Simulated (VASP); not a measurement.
Calculation: PBE GGA, VASP's PBE PAW potentials (set 64) (plane waves; VASP).

A VASP calculation is set up with these files.

### POSCAR
```
GdN
1
    3.4718030000     0.0000000000     0.0000000000
    0.0000000000     3.4718030000     0.0000000000
    0.0000000000     0.0000000000     6.1131750000
Gd N
2 2
Direct
 -0.0065080000   0.4984120000   0.0014180000
  0.5038990000  -0.0022180000   0.4964820000
  0.0012610000   0.0019750000   0.2531910000
  0.0013480000   0.0018310000   0.7489090000
```

### INCAR
```
SYSTEM = GdN
PREC = Accurate
ENCUT = 400
EDIFF = 1E-6
NELM = 100
ALGO = Normal
LREAL = .FALSE.
LASPH = .TRUE.
ISMEAR = 0
SIGMA = 0.272
GGA = PE
LMAXMIX = 6
LWAVE = .FALSE.
LCHARG = .FALSE.
ISIF = 2
ISPIN = 2
MAGMOM = 7.0 7.0 0.0 0.0
LORBIT = 11
```

**KPOINTS**
```
Automatic mesh
0
Gamma
4 4 2
0 0 0
```

POTCAR, in this order: Gd N (PBE.64 set). Program: vasp_std.

The run wrote:

### OSZICAR
```
...
DAV:  12    -0.562314501282E+02   -0.12437E+02   -0.13937E+01  4908   0.811E+01    0.136E+02
DAV:  13    -0.491506642543E+02    0.70808E+01   -0.10095E+01  4982   0.404E+01    0.135E+02
DAV:  14    -0.495126587950E+02   -0.36199E+00   -0.12089E+00  5276   0.797E+00    0.137E+02
DAV:  15    -0.497199991724E+02   -0.20734E+00   -0.57549E+00  5122   0.208E+01    0.138E+02
DAV:  16    -0.553939099574E+02   -0.56739E+01   -0.88642E+00  4876   0.495E+01    0.154E+02
DAV:  17    -0.534489825798E+02    0.19449E+01   -0.35473E+00  4892   0.272E+01    0.151E+02
DAV:  18    -0.506602478794E+02    0.27887E+01   -0.77948E+00  5068   0.351E+01    0.143E+02
DAV:  19    -0.505291087850E+02    0.13114E+00   -0.13151E+01  4914   0.529E+01    0.124E+02
DAV:  20    -0.508211037339E+02   -0.29199E+00   -0.17787E+00  5268   0.125E+01    0.121E+02
DAV:  21    -0.499940784859E+02    0.82703E+00   -0.38338E-01  5260   0.581E+00    0.120E+02
DAV:  22    -0.511572653993E+02   -0.11632E+01   -0.17691E-01  4712   0.765E+00    0.125E+02
DAV:  23    -0.586833594025E+02   -0.75261E+01   -0.46994E+00  4836   0.582E+01    0.162E+02
DAV:  24    -0.546845409412E+02    0.39988E+01   -0.30105E+00  4958   0.300E+01    0.154E+02
DAV:  25    -0.569314456793E+02   -0.22469E+01   -0.47593E-01  4906   0.148E+01    0.163E+02
DAV:  26    -0.530710017217E+02    0.38604E+01   -0.12368E+00  4494   0.340E+01    0.152E+02
DAV:  27    -0.539356597808E+02   -0.86466E+00   -0.60477E-01  4616   0.147E+01    0.154E+02
DAV:  28    -0.517824055813E+02    0.21533E+01   -0.28405E+00  4350   0.207E+01    0.134E+02
DAV:  29    -0.433902421547E+02    0.83922E+01   -0.12671E+01  4358   0.417E+01    0.102E+02
DAV:  30    -0.251737082705E+02    0.18217E+02   -0.16375E+01  4582   0.605E+01    0.108E+02
DAV:  31    -0.302058945532E+02   -0.50322E+01   -0.48664E+00  5148   0.272E+01    0.101E+02
DAV:  32    -0.290119429764E+02    0.11940E+01   -0.12754E+00  5326   0.147E+01    0.109E+02
DAV:  33    -0.284709094219E+02    0.54103E+00   -0.92640E-01  5318   0.196E+01    0.111E+02
DAV:  34    -0.282482224894E+02    0.22269E+00   -0.24190E-01  5204   0.275E+00    0.110E+02
DAV:  35    -0.282450518141E+02    0.31707E-02   -0.11120E-01  4826   0.719E+00    0.114E+02
DAV:  36    -0.291470619911E+02   -0.90201E+00   -0.52397E-02  5202   0.503E+00    0.115E+02
DAV:  37    -0.313179072068E+02   -0.21708E+01   -0.52904E-01  5070   0.190E+01    0.114E+02
DAV:  38    -0.374502436296E+02   -0.61323E+01   -0.15885E+00  5046   0.363E+01    0.126E+02
DAV:  39    -0.373049472408E+02    0.14530E+00   -0.27286E-01  4784   0.411E+00    0.126E+02
DAV:  40    -0.374970507639E+02   -0.19210E+00   -0.45063E-02  5432   0.277E+00    0.126E+02
DAV:  41    -0.392091002660E+02   -0.17120E+01   -0.13364E-01  5074   0.706E+00    0.128E+02
DAV:  42    -0.408651781200E+02   -0.16561E+01   -0.23004E+00  4638   0.374E+01    0.128E+02
DAV:  43    -0.449822899019E+02   -0.41171E+01   -0.20707E+00  5084   0.518E+01    0.121E+02
DAV:  44    -0.425298421270E+02    0.24524E+01   -0.14142E+00  5264   0.306E+01    0.116E+02
DAV:  45    -0.373924341178E+02    0.51374E+01   -0.34128E+00  5004   0.398E+01    0.878E+01
DAV:  46    -0.377929388591E+02   -0.40050E+00   -0.85800E-01  5380   0.155E+01    0.826E+01
DAV:  47    -0.384206452532E+02   -0.62771E+00   -0.70216E-01  5084   0.147E+01    0.789E+01
DAV:  48    -0.405366383748E+02   -0.21160E+01   -0.52270E+00  4806   0.675E+01    0.763E+01
DAV:  49    -0.413121931190E+02   -0.77555E+00   -0.10657E+00  5160   0.247E+01    0.813E+01
DAV:  50    -0.412644555320E+02    0.47738E-01   -0.30998E-01  5208   0.965E+00    0.833E+01
DAV:  51    -0.183631310885E+02    0.22901E+02   -0.17662E+01  4248   0.141E+02    0.632E+01
DAV:  52    -0.222191308202E+02   -0.38560E+01   -0.37596E+00  5168   0.251E+01    0.596E+01
DAV:  53    -0.219171867053E+02    0.30194E+00   -0.12743E+00  5056   0.332E+01    0.650E+01
DAV:  54    -0.220978777090E+02   -0.18069E+00   -0.34087E-01  5392   0.647E+00    0.657E+01
DAV:  55    -0.221504734089E+02   -0.52596E-01   -0.64119E-02  5322   0.201E+00    0.654E+01
DAV:  56    -0.204148068689E+02    0.17357E+01   -0.18293E+00  4472   0.580E+01    0.707E+01
DAV:  57    -0.231119876580E+02   -0.26972E+01   -0.57209E-01  4712   0.407E+01    0.665E+01
DAV:  58    -0.242558112286E+02   -0.11438E+01   -0.99932E-01  4716   0.313E+01    0.657E+01
DAV:  59    -0.249342146719E+02   -0.67840E+00   -0.44358E-01  5334   0.105E+01    0.665E+01
DAV:  60    -0.248960148561E+02    0.38200E-01   -0.11111E-01  5368   0.360E+00    0.667E+01
DAV:  61    -0.249141159714E+02   -0.18101E-01   -0.37374E+00  4288   0.541E+01    0.637E+01
DAV:  62    -0.238798581052E+02    0.10343E+01   -0.17983E+00  4760   0.145E+01    0.615E+01
DAV:  63    -0.236119756253E+02    0.26788E+00   -0.16554E+00  5132   0.144E+01    0.605E+01
DAV:  64    -0.231461899811E+02    0.46579E+00   -0.18463E+01  4088   0.388E+01    0.640E+01
DAV:  65    -0.239940562791E+02   -0.84787E+00   -0.21937E-01  4022   0.482E+00    0.634E+01
DAV:  66    -0.295770740679E+02   -0.55830E+01   -0.41223E+01  4314   0.133E+02    0.632E+01
DAV:  67    -0.308949359372E+02   -0.13179E+01   -0.61631E+00  4710   0.528E+01    0.681E+01
DAV:  68    -0.317703353261E+02   -0.87540E+00   -0.20291E+01  4602   0.515E+01    0.760E+01
DAV:  69    -0.343610886642E+02   -0.25908E+01   -0.30103E+00  5208   0.292E+01    0.743E+01
DAV:  70    -0.350922569639E+02   -0.73117E+00   -0.88739E-01  5014   0.176E+01    0.719E+01
DAV:  71    -0.389574577232E+02   -0.38652E+01   -0.40961E+00  4002   0.308E+01    0.797E+01
DAV:  72    -0.395502574356E+02   -0.59280E+00   -0.15183E+00  5050   0.254E+01    0.849E+01
DAV:  73    -0.395613325068E+02   -0.11075E-01   -0.31211E-01  5246   0.844E+00    0.867E+01
DAV:  74    -0.397638745250E+02   -0.20254E+00   -0.79745E-02  5332   0.323E+00    0.871E+01
DAV:  75    -0.396758874259E+02    0.87987E-01   -0.11950E-02  5240   0.206E+00    0.872E+01
DAV:  76    -0.254896057366E+02    0.14186E+02   -0.22912E+01  4384   0.143E+02    0.735E+01
DAV:  77    -0.353187296786E+02   -0.98291E+01   -0.33730E+00  5238   0.524E+01    0.669E+01
DAV:  78    -0.363096546838E+02   -0.99093E+00   -0.84231E-01  5318   0.235E+01    0.637E+01
DAV:  79    -0.372716947851E+02   -0.96204E+00   -0.77916E-01  4942   0.303E+01    0.595E+01
DAV:  80    -0.351674145221E+02    0.21043E+01   -0.32984E+00  4708   0.500E+01    0.451E+01
DAV:  81    -0.334170378097E+02    0.17504E+01   -0.25185E+01  4584   0.115E+02    0.293E+01
DAV:  82    -0.361305942863E+02   -0.27136E+01   -0.20295E+00  5102   0.352E+01    0.255E+01
DAV:  83    -0.359785209400E+02    0.15207E+00   -0.67613E-01  5290   0.243E+01    0.244E+01
DAV:  84    -0.363419301399E+02   -0.36341E+00   -0.28619E-01  5392   0.152E+01    0.246E+01
DAV:  85    -0.366569098194E+02   -0.31498E+00   -0.44646E-01  4538   0.237E+01    0.233E+01
DAV:  86    -0.373331268475E+02   -0.67622E+00   -0.29192E-01  4526   0.263E+01    0.211E+01
DAV:  87    -0.371473621924E+02    0.18576E+00   -0.26038E-01  5102   0.172E+01    0.180E+01
DAV:  88    -0.370111442863E+02    0.13622E+00   -0.15439E-01  5102   0.145E+01    0.163E+01
DAV:  89    -0.366812170212E+02    0.32993E+00   -0.37493E-01  4406   0.224E+01    0.152E+01
DAV:  90    -0.365444861323E+02    0.13673E+00   -0.18181E-01  5320   0.122E+01    0.152E+01
DAV:  91    -0.369146235673E+02   -0.37014E+00   -0.22816E-01  4116   0.176E+01    0.173E+01
DAV:  92    -0.362763578345E+02    0.63827E+00   -0.10510E+00  4290   0.281E+01    0.165E+01
DAV:  93    -0.359964256687E+02    0.27993E+00   -0.72957E-01  4584   0.217E+01    0.161E+01
DAV:  94    -0.363855156126E+02   -0.38909E+00   -0.30518E-01  5062   0.123E+01    0.156E+01
DAV:  95    -0.365983041452E+02   -0.21279E+00   -0.89155E-02  5108   0.711E+00    0.155E+01
DAV:  96    -0.364492626962E+02    0.14904E+00   -0.20025E-01  4772   0.123E+01    0.151E+01
DAV:  97    -0.367017858657E+02   -0.25252E+00   -0.11071E-01  5018   0.929E+00    0.149E+01
DAV:  98    -0.368932950976E+02   -0.19151E+00   -0.70177E-02  5122   0.837E+00    0.146E+01
DAV:  99    -0.369330257483E+02   -0.39731E-01   -0.18814E-01  4602   0.104E+01    0.146E+01
DAV: 100    -0.369840945539E+02   -0.51069E-01   -0.41593E-02  5018   0.302E+00
   1 F= -.36984095E+02 E0= -.36900578E+02  d E =-.167034E+00  mag=     3.1574
```

### OUTCAR
```
------------------------ aborting loop EDIFF was not reached (unconverged)  ----------------------------
  FORCE on cell =-STRESS in cart. coord.  units (eV):
  Direction    XX          YY          ZZ          XY          YZ          ZX
  --------------------------------------------------------------------------------------
  Total       -2.6991287     -6.3023825     -2.4837296     -1.2100012      0.2026561     -2.6386880
  in kB      -58.6890666   -137.0371650    -54.0054909    -26.3099124      4.4064945    -57.3748613
  external PRESSURE =     -83.2439075 kB  Pullay stress =       0.0000000 kB
  volume of cell :       73.68
      direct lattice vectors                 reciprocal lattice vectors
     3.471803000  0.000000000  0.000000000     0.288034776  0.000000000  0.000000000
     0.000000000  3.471803000  0.000000000     0.000000000  0.288034776  0.000000000
     0.000000000  0.000000000  6.113175000     0.000000000  0.000000000  0.163581118
 POSITION                                       TOTAL-FORCE (eV/Angst)
 -----------------------------------------------------------------------------------
      3.44921      1.73039      0.00867         0.097166      0.053413     -0.215009
      1.74944      3.46410      3.03508        -0.139230     -0.029349      0.439307
      0.00438      0.00686      1.54780         0.043405     -0.024697     -1.201955
      0.00468      0.00636      4.57821        -0.001340      0.000633      0.977657
 -----------------------------------------------------------------------------------
    total drift:                                0.065391      0.027433      0.005131
  FREE ENERGIE OF THE ION-ELECTRON SYSTEM (eV)
  ---------------------------------------------------
  free  energy   TOTEN  =       -36.9840945539 eV

  energy  without entropy=      -36.8170608175  energy(sigma->0) =      -36.90057769

 total charge

# of ion       s       p       d       f       tot
--------------------------------------------------
    1        2.029   5.592   0.534   7.275  15.429
    2        2.037   5.635   0.547   6.978  15.198
    3        1.297   2.322   0.000   0.000   3.619
    4        1.295   2.298   0.000   0.000   3.593
--------------------------------------------------
tot          6.659  15.847   1.081  14.253  37.840

 magnetization (x)

# of ion       s       p       d       f       tot
--------------------------------------------------
    1       -0.008   0.023  -0.080  -2.679  -2.744
    2        0.004  -0.071   0.110   6.744   6.787
    3       -0.004  -0.082   0.000   0.000  -0.086
    4       -0.005  -0.100   0.000   0.000  -0.105
--------------------------------------------------
tot         -0.012  -0.230   0.030   4.065   3.852
```
(Selected blocks of OUTCAR.)

**stdout**
```
...
DAV:  81    -0.334170378097E+02    0.17504E+01   -0.25185E+01  4584   0.115E+02    0.293E+01
DAV:  82    -0.361305942863E+02   -0.27136E+01   -0.20295E+00  5102   0.352E+01    0.255E+01
DAV:  83    -0.359785209400E+02    0.15207E+00   -0.67613E-01  5290   0.243E+01    0.244E+01
DAV:  84    -0.363419301399E+02   -0.36341E+00   -0.28619E-01  5392   0.152E+01    0.246E+01
DAV:  85    -0.366569098194E+02   -0.31498E+00   -0.44646E-01  4538   0.237E+01    0.233E+01
DAV:  86    -0.373331268475E+02   -0.67622E+00   -0.29192E-01  4526   0.263E+01    0.211E+01
DAV:  87    -0.371473621924E+02    0.18576E+00   -0.26038E-01  5102   0.172E+01    0.180E+01
DAV:  88    -0.370111442863E+02    0.13622E+00   -0.15439E-01  5102   0.145E+01    0.163E+01
DAV:  89    -0.366812170212E+02    0.32993E+00   -0.37493E-01  4406   0.224E+01    0.152E+01
DAV:  90    -0.365444861323E+02    0.13673E+00   -0.18181E-01  5320   0.122E+01    0.152E+01
DAV:  91    -0.369146235673E+02   -0.37014E+00   -0.22816E-01  4116   0.176E+01    0.173E+01
DAV:  92    -0.362763578345E+02    0.63827E+00   -0.10510E+00  4290   0.281E+01    0.165E+01
DAV:  93    -0.359964256687E+02    0.27993E+00   -0.72957E-01  4584   0.217E+01    0.161E+01
DAV:  94    -0.363855156126E+02   -0.38909E+00   -0.30518E-01  5062   0.123E+01    0.156E+01
DAV:  95    -0.365983041452E+02   -0.21279E+00   -0.89155E-02  5108   0.711E+00    0.155E+01
DAV:  96    -0.364492626962E+02    0.14904E+00   -0.20025E-01  4772   0.123E+01    0.151E+01
DAV:  97    -0.367017858657E+02   -0.25252E+00   -0.11071E-01  5018   0.929E+00    0.149E+01
DAV:  98    -0.368932950976E+02   -0.19151E+00   -0.70177E-02  5122   0.837E+00    0.146E+01
DAV:  99    -0.369330257483E+02   -0.39731E-01   -0.18814E-01  4602   0.104E+01    0.146E+01
DAV: 100    -0.369840945539E+02   -0.51069E-01   -0.41593E-02  5018   0.302E+00

 -----------------------------------------------------------------------------
|                                                                             |
|           W    W    AA    RRRRR   N    N  II  N    N   GGGG   !!!           |
|           W    W   A  A   R    R  NN   N  II  NN   N  G    G  !!!           |
|           W    W  A    A  R    R  N N  N  II  N N  N  G       !!!           |
|           W WW W  AAAAAA  RRRRR   N  N N  II  N  N N  G  GGG   !            |
|           WW  WW  A    A  R   R   N   NN  II  N   NN  G    G                |
|           W    W  A    A  R    R  N    N  II  N    N   GGGG   !!!           |
|                                                                             |
|     The electronic self-consistency was not achieved in the given           |
|     number of steps (NELM). The forces and other quantities evaluated       |
|     might not be reliable so examine the results carefully. If you find     |
|     spurious results, we suggest increasing NELM, if you were close to      |
|     convergence or switching to a different ALGO or adjusting the           |
|     density mixing parameters otherwise.                                    |
|                                                                             |
 -----------------------------------------------------------------------------

   1 F= -.36984095E+02 E0= -.36900578E+02  d E =-.167034E+00  mag=     3.1574
```

The run did not converge; its last values are not results.

At this cut-off the stress carries a Pulay error, which pulls relaxed volumes low. The moments were started parallel, and other spin orders were not tried in this run.

The structure was generated: GdN was put into an ordered model structure, which need not be its known phase. The cell was not relaxed at this level, atoms are displaced from their ideal sites. The k-mesh is coarse (spacing up to 0.51 per Å, 2π included), so the numbers may not be converged in it.
